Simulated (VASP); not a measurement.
Consider the following.

```
Hf
1.0
    0.00000     2.23527     2.23527
    2.23527     0.00000     2.23527
    2.23527     2.23527     0.00000
Hf
1
Direct
  0.00000   0.00000   0.00000
```

All values below come from LDA (Ceperley-Alder, Perdew-Zunger), VASP's LDA PAW potentials (set 64) (plane waves; VASP). Settings: 400 eV cut-off, 13×13×13 Γ-centred mesh, first-order Methfessel-Paxton smearing of 0.10 eV, potentials Hf_pv.

Energy and stress use the plane-wave basis of the starting cell.

The ions, cell shape and volume are relaxed. Give the cell that the relaxation ends in.

```
Hf
1.0
    0.00000     2.18247     2.18247
    2.18247     0.00000     2.18247
    2.18247     2.18247     0.00000
Hf
1
Direct
  0.00000   0.00000   0.00000
```
Space group Fm-3m (225), at a tolerance of 0.03 Å.

How do energy and volume change from the first to the last step?

The energy (σ→0) changes by -38.4 meV/atom and the volume by -6.9 %, in 4 ionic steps.

The structure comes from a computed database's Hf entry (Fm-3m); how it stands against other phases isn't given here. This run relaxes it. Symmetry was kept, so distortions that lower it aren't found.
